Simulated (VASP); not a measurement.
Output of a VASP run:

File OSZICAR:
```
       N       E                     dE             d eps       ncg     rms          rms(c)
DAV:   1    -0.612998431168E+03   -0.61300E+03   -0.17853E+01   864   0.858E+00    0.494E+01
DAV:   2    -0.613148248433E+03   -0.14982E+00   -0.50096E-01   804   0.173E+00    0.338E+01
DAV:   3    -0.613135316041E+03    0.12932E-01   -0.71021E-02   816   0.670E-01    0.209E+01
DAV:   4    -0.613128150302E+03    0.71657E-02   -0.79048E-03   808   0.216E-01    0.124E+01
DAV:   5    -0.613124987977E+03    0.31623E-02   -0.21740E-03   804   0.111E-01    0.725E+00
DAV:   6    -0.613124022660E+03    0.96532E-03   -0.72602E-04   808   0.655E-02    0.423E+00
DAV:   7    -0.613123687128E+03    0.33553E-03   -0.17165E-04   824   0.423E-02    0.245E+00
DAV:   8    -0.613123586748E+03    0.10038E-03   -0.11981E-04   856   0.315E-02    0.138E+00
DAV:   9    -0.613123560032E+03    0.26716E-04   -0.39527E-05   696   0.175E-02    0.782E-01
DAV:  10    -0.613123551381E+03    0.86505E-05   -0.94904E-06   508   0.101E-02
   1 F= -.61312355E+03 E0= -.61312355E+03  d E =-.278974E-15  mag=     3.0000
```

### OUTCAR
```
------------------------ aborting loop because EDIFF is reached ----------------------------------------
  volume of cell :      764.49
      direct lattice vectors                 reciprocal lattice vectors
     4.693267657 -8.128978018  0.000000000     0.106535582 -0.061508347  0.000000000
     4.693267657  8.128978018  0.000000000     0.106535582  0.061508347  0.000000000
     0.000000000  0.000000000 10.019202615     0.000000000  0.000000000  0.099808342
  FREE ENERGIE OF THE ION-ELECTRON SYSTEM (eV)
  ---------------------------------------------------
  free  energy   TOTEN  =      -613.1235513815 eV

  energy  without entropy=     -613.1235513815  energy(sigma->0) =     -613.12355138

  exchange ACFDT corr.  =         0.00000000  see jH, gK, PRB 81, 115126

 total charge

# of ion       s       p       d       tot
------------------------------------------
    1        0.411   0.447   0.000   0.858
    2        0.413   0.450   0.000   0.863
    3        0.412   0.450   0.000   0.862
    4        0.418   0.458   0.000   0.876
    5        0.412   0.450   0.000   0.862
    6        0.413   0.450   0.000   0.863
    7        0.413   0.454   0.000   0.867
    8        0.418   0.458   0.000   0.876
    9        0.411   0.447   0.000   0.858
   10        0.412   0.449   0.000   0.861
   11        0.412   0.450   0.000   0.862
   12        0.414   0.450   0.000   0.865
   13        0.411   0.445   0.000   0.855
   14        0.413   0.450   0.000   0.863
   15        0.413   0.449   0.000   0.862
   16        0.418   0.458   0.000   0.876
   17        0.412   0.449   0.000   0.862
   18        0.409   0.442   0.000   0.851
   19        0.413   0.454   0.000   0.867
   20        0.412   0.450   0.000   0.862
   21        0.413   0.450   0.000   0.863
   22        0.413   0.454   0.000   0.867
   23        0.418   0.458   0.000   0.876
   24        0.411   0.444   0.000   0.855
   25        0.411   0.447   0.000   0.859
   26        0.413   0.449   0.000   0.862
   27        0.410   0.443   0.000   0.853
   28        0.411   0.444   0.000   0.855
   29        0.413   0.450   0.000   0.863
   30        0.413   0.449   0.000   0.862
   31        0.418   0.458   0.000   0.876
   32        0.411   0.446   0.000   0.858
   33        0.413   0.450   0.000   0.863
   34        0.412   0.450   0.000   0.862
   35        0.418   0.458   0.000   0.876
   36        1.229   2.600   0.000   3.829
   37        1.229   2.597   0.000   3.825
   38        1.228   2.599   0.000   3.828
   39        1.229   2.601   0.000   3.830
   40        1.265   2.451   0.000   3.715
   41        1.229   2.597   0.000   3.826
   42        1.230   2.591   0.000   3.821
   43        1.229   2.601   0.000   3.830
   44        1.229   2.600   0.000   3.829
   45        1.228   2.598   0.000   3.826
   46        1.228   2.599   0.000   3.828
   47        1.228   2.596   0.000   3.824
   48        1.234   2.575   0.000   3.809
   49        1.229   2.597   0.000   3.826
   50        1.228   2.599   0.000   3.827
   51        1.229   2.601   0.000   3.830
   52        1.265   2.451   0.000   3.715
...
```
(Selected blocks of OUTCAR.)

### POSCAR
```
Al35N36
1
    4.6932676572    -8.1289780182     0.0000000000
    4.6932676572     8.1289780182     0.0000000000
    0.0000000000     0.0000000000    10.0192026154
Al N
35 36
Direct
  0.2220067833   0.1111224983   0.2490764592
  0.1104555660   0.2212011832   0.9993765737
  0.2217210607   0.1102634458   0.7507225715
  0.1114330146   0.2197255668   0.5016367446
  0.2224652203   0.4444911108   0.2474838817
  0.1103514043   0.5555344643   0.9993943894
  0.2184662331   0.4423510976   0.7493094916
  0.1113784125   0.5580730334   0.5015863428
  0.2219309797   0.7773652387   0.2490730376
  0.1109241328   0.8886407238   0.0004650298
  0.2217059419   0.7776483667   0.7507286367
  0.1107698094   0.8886586137   0.4996557654
  0.5549124964   0.1107289942   0.2494814293
  0.4439466143   0.2211235227   0.9995025464
  0.5556618975   0.1109210094   0.7500822053
  0.4412430694   0.2197410947   0.5016659127
  0.5548652138   0.4445058180   0.2476902408
  0.4442235850   0.5553082877   0.9971869820
  0.5570724217   0.4423139903   0.7494333700
  0.5549600742   0.7769847294   0.2475134696
  0.4439194116   0.8891168440   0.9994234088
  0.5570934940   0.7809668550   0.7493352307
  0.4412493185   0.8879022391   0.5016154040
  0.8887904058   0.1107676446   0.2495274639
  0.7775358161   0.2219519694   0.0003201229
  0.8884435226   0.1109707395   0.7500728487
  0.7774098703   0.2219725022   0.4991843015
  0.8887472304   0.4446591530   0.2495196125
  0.7783073731   0.5555419041   0.9995048122
  0.8884211752   0.4437316274   0.7501015356
  0.7796149675   0.5581930275   0.5016513409
  0.8883769545   0.7774669948   0.2490589772
  0.7783496095   0.8891932808   0.9994370215
  0.8891334797   0.7776856555   0.7507062913
  0.7796311093   0.8879818577   0.5016101122
  0.2214948264   0.1100556564   0.4410641689
  0.1107280933   0.2213232728   0.1897264711
  0.2218012063   0.1103770735   0.9411934881
  0.1103546664   0.2207431939   0.6918733177
  0.1963753910   0.4313846709   0.4345274280
  0.1107181728   0.5558990632   0.1897454090
  0.2203488975   0.4433779712   0.9416274210
  0.1103504027   0.5558151421   0.6918293276
  0.2214242964   0.7778940239   0.4410648514
  0.1108437629   0.8887068672   0.1913427921
  0.2217188361   0.7776689911   0.9412093187
  0.1108737455   0.8885561789   0.6911334355
  0.5548414739   0.1106719380   0.4410169232
  0.4435665201   0.2212805939   0.1898264858
  0.5558223479   0.1110625732   0.9409226641
  0.4435253807   0.2207219208   0.6919286202
  0.5678043678   0.4315041765   0.4347460177
  0.4441296943   0.5553650921   0.1896195851
  0.5561542579   0.4433241932   0.9417662601
  0.4442181817   0.5552297695   0.7153081207
  0.5680541416   0.8030495145   0.4345501155
  0.4435377003   0.8887746410   0.1897682050
  0.5561926550   0.7791719178   0.9416547852
  0.4434746694   0.8889503318   0.6918259420
  0.8887197420   0.1106926666   0.4410774924
  0.7774700743   0.2220434882   0.1915949086
  0.8884633402   0.1111121607   0.9409157555
  0.7775329985   0.2219199729   0.6907442340
  0.8886919310   0.4445697673   0.4410280732
  0.7780616696   0.5559020409   0.1898255913
  0.8883915132   0.4436916222   0.9409089058
  0.7786430666   0.5558952909   0.6919039081
  0.8894145460   0.7779375505   0.4410459138
  0.7781435246   0.8888395525   0.1897616048
  0.8891156512   0.7777370524   0.9411881843
  0.7786705862   0.8890089836   0.6918527107
```

### Question
Reconstruct the remaining input files.

### Answer
This is not unique; one that fits is the input of the run itself, HSE06 screened hybrid, plane waves, VASP's PBE PAW potentials (set 64).

INCAR:
```
SYSTEM = Al35N36
PREC = Normal
ENCUT = 400
EDIFF = 1E-5
NELM = 50
ALGO = Normal
LREAL = Auto
LASPH = .TRUE.
ISMEAR = 0
SIGMA = 0.05
GGA = PE
LWAVE = .FALSE.
LCHARG = .FALSE.
NELMIN = 4
ISYM = 0
ISPIN = 2
NUPDOWN = 3
MAGMOM = 71*0.0423
LORBIT = 10
HFSCREEN = 0.2
AEXX = 0.25
LHFCALC = .TRUE.
PRECFOCK = Fast
ISIF = 0
```

KPOINTS:
```
Automatic mesh
0
Gamma
1 1 1
0 0 0
```

POTCAR, in this order: Al N (PBE.64 set). Program: vasp_gam. Read from the step before: WAVECAR.

The supercell is sampled at Γ alone, which is coarse: total energies, pressure and levels can be off, energies of defects by several tenths of an eV.

The cell is a supercell with a defect, built from AlN (wurtzite): vac_Al. The cell's shape comes from a PBE relaxation.
